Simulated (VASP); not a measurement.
```
Li2Se
1.0
    0.00000     3.00000     3.00000
    3.00000     0.00000     3.00000
    3.00000     3.00000     0.00000
Li Se
2 1
Direct
  0.25000   0.25000   0.25000
  0.75000   0.75000   0.75000
  0.00000   0.00000   0.00000
```

Level of theory: PBE GGA, VASP's PBE PAW potentials (set 64) (plane waves; VASP 6.6.1). Numerical set-up: PREC = Normal, 500 eV cut-off, 4×4×4 Γ-centred mesh, Gaussian smearing of 0.010 eV, potentials Li_sv_GW Se_GW.

Q: What does the run give for the energy per atom (σ→0), band gap (on the k-mesh) with the smallest direct gap where there is one?

A: 
| Quantity | Value |
|---|---|
| band gap (on the k-mesh) | 2.97 eV |
| smallest direct gap (on the k-mesh) | 3.38 eV |
| energy per atom (σ→0) | -4.893 eV/atom |

Only differences to runs with the same potentials and settings are physical.

The compound is Li2Se in the antifluorite structure. The cell was not relaxed at this level. The k-mesh is coarse (spacing up to 0.45 per Å, 2π included), so the numbers may not be converged in it.
